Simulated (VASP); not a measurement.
Energy against volume of Eu (bcc). These are AM05 GGA, VASP's PBE PAW potentials (set 64) (plane waves; VASP 6.6.1) values and carry that method's errors. Run with 520 eV cut-off, 12×12×12 Γ-centred mesh, first-order Methfessel-Paxton smearing of 0.10 eV, potentials Eu_2.

The 4f electrons are frozen in the core of the lanthanide potential, so 4f levels, which can set the real gap, and their magnetism are missing.

```csv
V (Å³/atom),E (eV/atom)
39.897,-1.94452
41.131,-1.94709
42.365,-1.94636
43.599,-1.94277
```

Q: Fit these four points and predict the energy of the run at 38.663 Å³/atom.

A: A cubic in V^(−2/3), the third-order Birch-Murnaghan form, passes through the four points with V0 = 41.45 Å³/atom and B0 = 14 GPa, and gives -1.9381 eV/atom there. The run gave -1.9382 eV/atom, -0.0 meV/atom from the fit; all five points give B0 = 14 GPa.

The compound is Eu in the bcc structure. It was relaxed first, which changed the volume by -14 %.
